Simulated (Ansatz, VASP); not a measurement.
# Ta (Ta(100)) in two plane-wave programs, part 2 of 2

Wanted: the spread between two codes on one cell, functional and k mesh.  Valence electrons are named where the data sets of a main pair hold unlike numbers.

VASP 6.6.1 and Ansatz 0.2.0.

So far: Starting point; Ansatz: band structure, PBE.

## Step 3: VASP: band structure, PBE

Level of this step: PBE; plane waves and PAW (Ta) (VASP).

The same cell, functional, mesh and smearing now go to VASP, with its own data sets.

Lines of VASP's logs that name or quote its potential files are left out, and so is its time.

Input file INCAR:

```
SYSTEM = Ta
PREC = Normal
ENCUT = 300
EDIFF = 1E-06
NELM = 120
ISMEAR = -1
SIGMA = 0.1
LREAL = .FALSE.
ALGO = Fast
GGA = PE
NBANDS = 35
LORBIT = 11
LWAVE = .FALSE.
LCHARG = .TRUE.
IDIPOL = 3
LDIPOL = .TRUE.
DIPOL = 0.5 0.5 0.5
LVHAR = .TRUE.
LVACPOTAV = .TRUE.
LELF = .TRUE.
NEDOS = 1500
```

Input file POSCAR:

```
Ta
1.0
    3.3100000000      0.0000000000      0.0000000000
    0.0000000000      3.3100000000      0.0000000000
    0.0000000000      0.0000000000     27.9300000000
Ta
7
Direct
    0.0000000000      0.0000000000      0.3222341568
    0.5000000000      0.5000000000      0.3814894379
    0.0000000000      0.0000000000      0.4407447189
    0.5000000000      0.5000000000      0.5000000000
    0.0000000000      0.0000000000      0.5592552811
    0.5000000000      0.5000000000      0.6185105621
    0.0000000000      0.0000000000      0.6777658432
```

Input file KPOINTS:

```
Automatic mesh
0
Gamma
12 12 1
0 0 0
```

Input file KPOINTS_OPT:

```
Line mode
14
Line-mode
Reciprocal
  0.50000000   0.50000000   0.00000000 M
  0.00000000   0.00000000   0.00000000 GAMMA

  0.00000000   0.00000000   0.00000000 GAMMA
  0.00000000   0.50000000   0.00000000 X

  0.00000000   0.50000000   0.00000000 X
  0.50000000   0.50000000   0.00000000 M
```

The projector-augmented-wave data sets are Ta (PBE family, release 64).

On the command line:

```sh
$ mpirun -np 2 vasp_std
```

Numbers of over 12 decimals in the logs are rounded to 6 here.

What it wrote:

```text
[banner, memory and clock lines left out]
running    2 mpi-ranks, on    1 nodes
 distrk:  each k-point on    2 cores,    1 groups
 distr:  one band on    1 cores,    2 groups

 POSCAR found type information on POSCAR Ta
 POSCAR found :  1 types and       7 ions
 LDA part: xc-table for (Slater+PW92), standard interpolation
|                                                                             |
|           W    W    AA    RRRRR   N    N  II  N    N   GGGG   !!!           |
|           W    W   A  A   R    R  NN   N  II  NN   N  G    G  !!!           |
|           W    W  A    A  R    R  N N  N  II  N N  N  G       !!!           |
|           W WW W  AAAAAA  RRRRR   N  N N  II  N  N N  G  GGG   !            |
|           WW  WW  A    A  R   R   N   NN  II  N   NN  G    G                |
|           W    W  A    A  R    R  N    N  II  N    N   GGGG   !!!           |
|                                                                             |
|     The number of bands has been changed from the values supplied in        |
|     The orbitals not found in the WAVECAR file will be initialized with     |
|     random numbers, which is usually adequate. For correlated               |
|     calculations, however, you should redo the groundstate calculation.     |
|     I found NBANDS = 35. Now, NBANDS = 36.                                  |
|                                                                             |

 POSCAR, INCAR and KPOINTS ok, starting setup
 FFT: planning ... GRIDC
 FFT: planning ... GRID_SOFT
 FFT: planning ... GRID
 WAVECAR not read
 entering main loop
       N       E                     dE             d eps       ncg     rms          rms(c)
DAV:   1     0.679525437193E+02    0.67953E+02   -0.86089E+03  2032   0.473E+02
DAV:   2    -0.745508348912E+02   -0.14250E+03   -0.12869E+03  2936   0.118E+02
DAV:   3    -0.878328996091E+02   -0.13282E+02   -0.12555E+02  2552   0.345E+01
DAV:   4    -0.884122364102E+02   -0.57934E+00   -0.57073E+00  3096   0.749E+00
DAV:   5    -0.884343285436E+02   -0.22092E-01   -0.22049E-01  3124   0.139E+00    0.359E+01
RMM:   6    -0.114969290335E+03   -0.26535E+02   -0.62794E+01  2840   0.168E+01    0.242E+01
RMM:   7    -0.104910802069E+03    0.10058E+02   -0.40056E+01  2589   0.144E+01    0.206E+01
RMM:   8    -0.844887515261E+02    0.20422E+02   -0.84851E+00  2135   0.785E+00    0.121E+01
RMM:   9    -0.807217777500E+02    0.37670E+01   -0.19417E+00  2348   0.400E+00    0.691E+00
RMM:  10    -0.805941781913E+02    0.12760E+00   -0.51746E-01  2872   0.183E+00    0.629E+00
RMM:  11    -0.806061968459E+02   -0.12019E-01   -0.91278E-02  3121   0.735E-01    0.620E+00
RMM:  12    -0.806269980473E+02   -0.20801E-01   -0.10401E-02  3138   0.236E-01    0.622E+00
RMM:  13    -0.801162041581E+02    0.51079E+00   -0.67236E-02  3160   0.633E-01    0.496E+00
RMM:  14    -0.794310681292E+02    0.68514E+00   -0.47934E-01  3842   0.164E+00    0.178E+00
[...]
RMM:  29    -0.793691310871E+02    0.48950E-03   -0.17995E-04  3958   0.314E-02    0.191E-01
RMM:  30    -0.793686602058E+02    0.47088E-03   -0.35915E-04  4010   0.438E-02    0.966E-02
RMM:  31    -0.793685871631E+02    0.73043E-04   -0.32347E-05  3557   0.132E-02    0.713E-02
RMM:  32    -0.793685247121E+02    0.62451E-04   -0.58042E-05  3768   0.180E-02    0.359E-02
RMM:  33    -0.793685179101E+02    0.68020E-05   -0.56980E-05  3727   0.174E-02    0.122E-02
RMM:  34    -0.793685259030E+02   -0.79929E-05   -0.54020E-06  2854   0.594E-03    0.183E-02
RMM:  35    -0.793685292822E+02   -0.33792E-05   -0.11773E-06  1610   0.311E-03    0.218E-02
RMM:  36    -0.793685291072E+02    0.17501E-06   -0.38795E-07  1398   0.180E-03
|                                                                             |
|           W    W    AA    RRRRR   N    N  II  N    N   GGGG   !!!           |
|           W    W   A  A   R    R  NN   N  II  NN   N  G    G  !!!           |
|           W    W  A    A  R    R  N N  N  II  N N  N  G       !!!           |
|           W WW W  AAAAAA  RRRRR   N  N N  II  N  N N  G  GGG   !            |
|           WW  WW  A    A  R   R   N   NN  II  N   NN  G    G                |
|           W    W  A    A  R    R  N    N  II  N    N   GGGG   !!!           |
|                                                                             |
|     Did not find any points to average over, which means that no vacuum     |
|     field-free region was found. Please increase the size of  your cell     |
|     in the dimension of the dipole correction to obtain accurate            |
|     workfunction values.                                                    |
|                                                                             |

   1 F= -.79368529E+02 E0= -.79244511E+02  d E =-.248036E+00
 Start KPOINTS_OPT (optional k-point list driver)
k-point batch [1-28\42]
       N       E                     dE             ncg
DAV:   1     0.183407390435E+04   -0.10864E+05     2016
DAV:   2    -0.154162504539E+04   -0.33757E+04     2816
DAV:   3    -0.190876494073E+04   -0.36714E+03     2772
DAV:   4    -0.192789389345E+04   -0.19129E+02     3128
DAV:   5    -0.192850412552E+04   -0.61023E+00     3136
DAV:   6    -0.192852549731E+04   -0.21372E-01     3264
DAV:   7    -0.192852622564E+04   -0.72832E-03     3288
DAV:   8    -0.192852625333E+04   -0.27694E-04     3064
DAV:   9    -0.192852625463E+04   -0.13000E-05     2344
DAV:  10    -0.192852625481E+04   -0.17534E-06     2088
k-point batch [29-42\42]
       N       E                     dE             ncg
DAV:   1     0.583752271934E+04   -0.12039E+05     1008
DAV:   2     0.412351645890E+04   -0.17140E+04     1484
DAV:   3     0.393698105299E+04   -0.18654E+03     1312
DAV:   4     0.392940497383E+04   -0.75761E+01     1584
DAV:   5     0.392916969557E+04   -0.23528E+00     1504
DAV:   6     0.392916008225E+04   -0.96133E-02     1632
DAV:   7     0.392915993844E+04   -0.14381E-03     1536
DAV:   8     0.392915993545E+04   -0.29940E-05     1424
DAV:   9     0.392915993533E+04   -0.11986E-06     1104
```

From OUTCAR (step 3):

```text
ion  position               nearest neighbor table
   1  0.000  0.000  0.322-   2 2.87   2 2.87   2 2.87   2 2.87   3 3.31
   2  0.500  0.500  0.381-   3 2.87   3 2.87   3 2.87   3 2.87   1 2.87   1 2.87   1 2.87   1 2.87
                             4 3.31
   3  0.000  0.000  0.441-   2 2.87   2 2.87   2 2.87   2 2.87   4 2.87   4 2.87   4 2.87   4 2.87
                             1 3.31   5 3.31
   4  0.500  0.500  0.500-   3 2.87   5 2.87   3 2.87   5 2.87   3 2.87   5 2.87   3 2.87   5 2.87
                             2 3.31   6 3.31
   5  0.000  0.000  0.559-   6 2.87   6 2.87   6 2.87   6 2.87   4 2.87   4 2.87   4 2.87   4 2.87
                             7 3.31   3 3.31
   6  0.500  0.500  0.619-   5 2.87   5 2.87   5 2.87   5 2.87   7 2.87   7 2.87   7 2.87   7 2.87
                             4 3.31
   7  0.000  0.000  0.678-   6 2.87   6 2.87   6 2.87   6 2.87   5 3.31

  LATTYP: Found a simple tetragonal cell.
 ALAT       =     3.3100000000
 C/A-ratio  =     8.4380664653

 Subroutine GETGRP returns: Found 16 space group operations
 (whereof 16 operations were pure point group operations)

The static configuration has the point symmetry D_4h.

 Found     28 irreducible k-points:

   k-points           NKPTS =     28   k-points in BZ     NKDIM =     28   number of bands    NBANDS=     36

   dimension x,y,z NGX =    14 NGY =   14 NGZ =  120
   dimension x,y,z NGXF=    28 NGYF=   28 NGZF=  240

   ENCUT  =  300.0 eV  22.05 Ry    4.70 a.u.   4.67  4.67 39.44*2*pi/ulx,y,z

   NELECT =      35.0000    total number of electrons

 k-points in reciprocal lattice and weights: Automatic mesh
   0.00000000  0.00000000  0.00000000       0.007
   0.08333333  0.00000000  0.00000000       0.028
   0.16666667  0.00000000  0.00000000       0.028
   0.25000000  0.00000000  0.00000000       0.028
   0.33333333  0.00000000  0.00000000       0.028
   0.41666667  0.00000000  0.00000000       0.028
   0.50000000  0.00000000  0.00000000       0.014
   0.08333333  0.08333333  0.00000000       0.028
   0.16666667  0.08333333  0.00000000       0.056
[...]
0.50000000  0.41666667  0.00000000       0.028
   0.50000000  0.50000000  0.00000000       0.007

 dipolmoment           0.000000      0.000000     -0.000000 electrons x Angstroem

 average (electrostatic) potential at core
       1 -41.8096       2 -40.7352       3 -40.5531       4 -40.5374       5 -40.5531
       6 -40.7352       7 -41.8096

 E-fermi :   0.2599

 k-point     1 :       0.0000    0.0000    0.0000
  band No.  band energies     occupation
    ...
      9      -2.8488      2.00000
     10      -2.1165      2.00000
     11      -0.9122      1.99998
     12       0.1541      1.48478
     13       0.1958      1.31024
     14       0.5485      0.10570
     15       0.7229      0.01932
     16       0.7229      0.01932
     17       0.7924      0.00969
     18       0.7924      0.00969
    ...

 k-point     2 :       0.0833    0.0000    0.0000
  band No.  band energies     occupation
    ...
     10      -2.0552      2.00000
     11      -0.9434      1.99999
     12       0.0714      1.73645
     13       0.1449      1.51912
     14       0.2741      0.92942
     15       0.5027      0.16212
     16       0.5369      0.11799
     17       0.7754      0.01148
     18       0.7811      0.01084
     19       0.8776      0.00414
    ...

 k-point     3 :       0.1667    0.0000    0.0000
  band No.  band energies     occupation
    ...
     12      -0.2074      1.98149
     13      -0.0136      1.87819
     14       0.0091      1.84948
     15       0.0851      1.70341
     16       0.2091      1.24876
     17       0.3716      0.49332
     18       0.5612      0.09374
     19       0.6332      0.04675
     20       1.1479      0.00028
     21       1.1544      0.00026
    ...

  Total       -7.5839068     -7.5839068     -4.8784946      0.0000000      0.0000000      0.0000000
  in kB      -39.7078750    -39.7078750    -25.5428581      0.0000000      0.0000000      0.0000000
  external PRESSURE =     -34.9862027 kB  Pullay stress =       0.0000000 kB

  energy-cutoff  :      300.00
  volume of cell :      306.00
      direct lattice vectors                 reciprocal lattice vectors
     3.310000000  0.000000000  0.000000000     0.302114804  0.000000000  0.000000000
     0.000000000  3.310000000  0.000000000     0.000000000  0.302114804  0.000000000
     0.000000000  0.000000000 27.930000000     0.000000000  0.000000000  0.035803795

 POSITION                                       TOTAL-FORCE (eV/Angst)
 -----------------------------------------------------------------------------------
      0.00000      0.00000      9.00000         0.000000      0.000000      1.358609
      1.65500      1.65500     10.65500         0.000000     -0.000000     -1.164052
      0.00000      0.00000     12.31000        -0.000000      0.000000     -0.350347
      1.65500      1.65500     13.96500        -0.000000      0.000000     -0.000000
      0.00000      0.00000     15.62000        -0.000000      0.000000      0.350347
      1.65500      1.65500     17.27500        -0.000000     -0.000000      1.164052
      0.00000      0.00000     18.93000         0.000000      0.000000     -1.358609
 -----------------------------------------------------------------------------------
    total drift:                                0.000000      0.000000      0.000000

  FREE ENERGIE OF THE ION-ELECTRON SYSTEM (eV)
  ---------------------------------------------------
  free  energy   TOTEN  =       -79.3685291072 eV

  energy  without entropy=      -79.1204934731  energy(sigma->0) =      -79.24451129

 vacuum level on the upper side and lower side of the slab         4.261         4.261

 total charge
# of ion       s       p       d       tot
------------------------------------------
    1        0.697   0.438   3.037   4.172
    2        0.713   0.709   3.347   4.769
    3        0.704   0.714   3.379   4.796
    4        0.707   0.720   3.364   4.791
    5        0.704   0.714   3.379   4.796
    6        0.713   0.709   3.347   4.769
    7        0.697   0.438   3.037   4.172
--------------------------------------------------
tot          4.933   4.442  22.888  32.263

[... 3 further parts left out ...]
```

This run has no spin polarisation. Its electron count is odd, so without a moment it is a metal by construction. The data set Ta keeps the semicore shell frozen, which is cheaper and a little less accurate.

## Step 4: Comparison

Known differences besides the potentials themselves: the data sets hold 91 valence electrons in Ansatz (on its default PAW (the set named soft_2) files) and 35 in VASP; the cutoff is 420 eV in Ansatz and 300 eV in VASP (PREC = Normal); VASP leaves aspherical gradient terms in its spheres out (LASPH is not set), Ansatz keeps them. Total energies have different zeros and are not compared.

Both answers:

| quantity | Ansatz | VASP | difference |
| --- | --- | --- | --- |
| work function, lower of the two faces (eV) | 4.00 | 4.00 | 0.00 |
| work function, higher of the two faces (eV) | 4.00 | 4.00 | 0.00 |

Forces (eV/Å; atoms numbered as in POSCAR):

| atom | Ansatz x, y, z | VASP x, y, z |
| --- | --- | --- |
| Ta1 | 0.000, 0.000, 1.177 | 0.000, 0.000, 1.359 |
| Ta2 | 0.000, 0.000, -1.118 | 0.000, 0.000, -1.164 |
| Ta3 | 0.000, 0.000, -0.346 | 0.000, 0.000, -0.350 |
| Ta4 | 0.000, 0.000, 0.000 | 0.000, 0.000, 0.000 |
| Ta5 | 0.000, 0.000, 0.346 | 0.000, 0.000, 0.350 |
| Ta6 | 0.000, 0.000, 1.118 | 0.000, 0.000, 1.164 |
| Ta7 | 0.000, 0.000, -1.177 | 0.000, 0.000, -1.359 |

The forces differ by 58 meV/Å r.m.s., which is 10.3 % of the r.m.s. force of 0.563 eV/Å (both taken over all components). Levels from 3 eV below to 2 eV above the Fermi level differ by 4 meV r.m.s. and 12 meV at most; each VASP level is matched to the nearest of Ansatz, which flatters the figure a little. VASP's log warns that it found no field-free region in the vacuum, so its work functions are uncertain. VASP's last cycles still show a density residual of 2e-03, so its state may not be settled. With vacuum in the cell, a pressure given here is an average over mostly empty space and none of the material.

## Step 5: Results

| Quantity | Value |
| --- | --- |
| r.m.s. force difference (band structure, PBE) | 10 % of the r.m.s. force |

What this shows: The r.m.s. force difference is 10 % of the r.m.s. force (band structure, PBE), beyond the 3 % picked in this series as the mark of a large difference. The data sets hold unlike numbers of valence electrons (91 in Ansatz and 35 in VASP), so part of the differences comes from the potentials. What causes the difference of the band structure, PBE pair stays open here. 2 further runs of this series are not shown here. Such differences can come from data sets, numerical settings and the points named under the comparisons, not from the functional's error against experiment.

[Lines on the potential files, build, host, timing and source positions are cut from VASP's logs without a mark.]

[Logs are printed without paths, hosts, clocks, repeated set-up lines and the standing remarks that a program may print on its own settings, such as how far it seeks lower states.]

[Hosts, paths, dates, database ids (printed as entryN), source tags and the programs' standing remarks are cut or masked in the printed files.]
